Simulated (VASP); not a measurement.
These are PBEsol GGA, VASP's PBE PAW potentials (set 64) (plane waves; VASP) values and carry that method's errors.

A VASP calculation is set up with these files.

File KPOINTS:
```
Automatic mesh
0
Gamma
13 13 5
0 0 0
```

File POSCAR:
```
HgTe
1
    4.5079773823     0.0000000000     0.0000000000
   -2.2539886911     3.9040226556    -0.0000000000
   -0.0000000000     0.0000000000    10.2020366776
Hg Te
3 3
Direct
  0.3512615055   0.3512615055   0.0000000000
  0.6487384945   0.0000000000   0.3333330000
  0.0000000000   0.6487384945   0.6666670000
  0.4572744634   0.4572744634   0.5000000000
  0.5427255366   0.0000000000   0.8333330000
  1.0000000000   0.5427255366   0.1666670000
```

**INCAR**
```
# general
SYSTEM  = HgTe
PREC    = Accurate
ENCUT   = 400   # plane-wave cut-off (eV)
LREAL   = F   # projection in real space or not
LASPH   = T   # aspherical one-centre terms
NBANDS  = 96

# electronic loop
EDIFF   = 1E-7   # SCF stop (eV)
NELM    = 100   # most electronic steps
ALGO    = Normal
LMAXMIX = 6   # l cut-off of mixed one-centre charges

# smearing
ISMEAR  = 0
SIGMA   = 0.01   # width (eV)

# functional
GGA     = PS

# output
LWAVE   = F
LCHARG  = F
NEDOS   = 1001   # DOS grid

# other
LOPTICS = T
CSHIFT  = 0.1
```

POTCAR, in this order: Hg Te (PBE.64 set). Program: vasp_std.

The resulting files:

OSZICAR:
```
       N       E                     dE             d eps       ncg     rms          rms(c)
DAV:   1     0.373366033588E+03    0.37337E+03   -0.17083E+04 17496   0.403E+02
DAV:   2     0.659644254345E+01   -0.36677E+03   -0.31482E+03 20040   0.136E+02
DAV:   3    -0.134659189726E+02   -0.20062E+02   -0.19833E+02 20832   0.349E+01
DAV:   4    -0.136257800905E+02   -0.15986E+00   -0.15977E+00 20312   0.308E+00
DAV:   5    -0.136283934687E+02   -0.26134E-02   -0.26133E-02 20312   0.372E-01    0.134E+01
DAV:   6    -0.129300851153E+02    0.69831E+00   -0.46722E-01 20944   0.447E+00    0.958E+00
DAV:   7    -0.128905997380E+02    0.39485E-01   -0.13688E-01 20552   0.946E-01    0.336E+00
DAV:   8    -0.128862269711E+02    0.43728E-02   -0.26589E-02 20272   0.623E-01    0.588E-01
DAV:   9    -0.128859454519E+02    0.28152E-03   -0.72873E-04 20816   0.787E-02    0.255E-01
DAV:  10    -0.128859299659E+02    0.15486E-04   -0.26486E-04 19608   0.373E-02    0.500E-02
DAV:  11    -0.128859210291E+02    0.89368E-05   -0.43826E-05 19616   0.182E-02    0.523E-02
DAV:  12    -0.128859214403E+02   -0.41118E-06   -0.10670E-06 20880   0.238E-03    0.413E-02
DAV:  13    -0.128859216534E+02   -0.21306E-06   -0.82178E-07 19776   0.298E-03    0.856E-03
DAV:  14    -0.128859213616E+02    0.29178E-06   -0.47621E-08 15880   0.367E-04    0.296E-03
DAV:  15    -0.128859212687E+02    0.92919E-07   -0.52474E-09 10920   0.164E-04
   1 F= -.12885921E+02 E0= -.12885921E+02  d E =-.357758E-32
 imaginary and real dielectric function
```

### OUTCAR
```
------------------------ aborting loop because EDIFF is reached ----------------------------------------
  FORCE on cell =-STRESS in cart. coord.  units (eV):
  Direction    XX          YY          ZZ          XY          YZ          ZX
  --------------------------------------------------------------------------------------
  Total       -0.0116706     -0.0116706     -0.1459621     -0.0000000     -0.0000000      0.0000000
  in kB       -0.1041417     -0.1041417     -1.3024762     -0.0000000     -0.0000000      0.0000000
  external PRESSURE =      -0.5035865 kB  Pullay stress =       0.0000000 kB
  volume of cell :      179.55
      direct lattice vectors                 reciprocal lattice vectors
     4.507977382  0.000000000  0.000000000     0.221828975  0.128073027  0.000000000
    -2.253988691  3.904022656  0.000000000     0.000000000  0.256146055  0.000000000
     0.000000000  0.000000000 10.202036678     0.000000000  0.000000000  0.098019644
 POSITION                                       TOTAL-FORCE (eV/Angst)
 -----------------------------------------------------------------------------------
      0.79174      1.37133      0.00000         0.012716      0.022024      0.000000
      2.92450      0.00000      3.40068        -0.025431      0.000000      0.000000
     -1.46225      2.53269      6.80136         0.012716     -0.022024      0.000000
      1.03069      1.78521      5.10102         0.003693      0.006396      0.000000
      2.44659      0.00000      8.50169        -0.007385      0.000000     -0.000000
     -1.22330      2.11881      1.70034         0.003693     -0.006396     -0.000000
 -----------------------------------------------------------------------------------
    total drift:                                0.001221     -0.001879      0.000021
  FREE ENERGIE OF THE ION-ELECTRON SYSTEM (eV)
  ---------------------------------------------------
  free  energy   TOTEN  =       -12.8859212687 eV

  energy  without entropy=      -12.8859212687  energy(sigma->0) =      -12.88592127

 plasma frequency squared (from intraband transitions) (eV^2)
  --------------------------------------------------------------------------------------
       0.000       0.000       0.000
       0.000       0.000       0.000
      -0.000       0.000       0.000

 plasma frequency squared (from interband transitions, int dw w eps(2)(w)) (eV^2)
  --------------------------------------------------------------------------------------
     313.022       0.000       0.000      -0.000       0.000      -0.000
       0.000       0.000     313.022       0.000      -0.000      -0.000
       0.000       0.000      -0.000       0.000     313.770       0.000
```
(Selected blocks of OUTCAR.)

File OUTCAR:
```
 val. band max:        3.9378454192   @ k =   0.0000   0.0000   0.4000

 cond. band min:       4.3272097996   @ k =   0.0000   0.0000   0.0000


 Fermi energy:         4.0175240837

 k-point     1 :       0.0000    0.0000    0.0000
  band No.  band energies     occupation
      1      -8.3267      2.00000
      2      -7.4052      2.00000
      3      -7.4051      2.00000
      4      -3.4930      2.00000
      5      -3.4929      2.00000
      6      -3.2592      2.00000
      7      -3.2366      2.00000
      8      -3.2366      2.00000
      9      -3.0931      2.00000
     10      -2.9613      2.00000
     11      -2.9613      2.00000
     12      -2.9488      2.00000
     13      -2.7992      2.00000
     14      -2.7992      2.00000
     15      -2.7828      2.00000
     16      -2.7137      2.00000
     17      -2.7137      2.00000
     18      -2.6950      2.00000
     19      -0.8161      2.00000
     20      -0.8161      2.00000
     21       2.2186      2.00000
     22       2.3779      2.00000
     23       2.7500      2.00000
     24       2.7500      2.00000
     25       3.7145      2.00000
     26       3.7296      2.00000
     27       3.7297      2.00000
     28       4.3272      0.00000
     29       6.0282      0.00000
     30       6.0283      0.00000
     31       7.1948      0.00000
     32       7.1949      0.00000
     33       7.9321      0.00000
     34       8.3678      0.00000
     35       8.3678      0.00000
     36       9.2612      0.00000
     37      10.4649      0.00000
     38      10.6961      0.00000
     39      10.6961      0.00000
     40      11.3958      0.00000
     41      11.3959      0.00000
     42      11.8056      0.00000
     43      11.8212      0.00000
     44      11.8729      0.00000
     45      11.8729      0.00000
     46      13.5393      0.00000
     47      13.5847      0.00000
     48      13.5847      0.00000
     49      13.9936      0.00000
     50      14.1438      0.00000
     51      14.3796      0.00000
...
```

The dielectric response may not be converged in the k-mesh; for small gaps it tends to come out too large. Unless said otherwise, spin-orbit coupling is left out, though it shifts the bands of the heavy elements here.

The structure comes from a computed database's HgTe entry (P3_121); how it stands against other phases isn't given here. It was relaxed first, which changed the volume by -8 %.
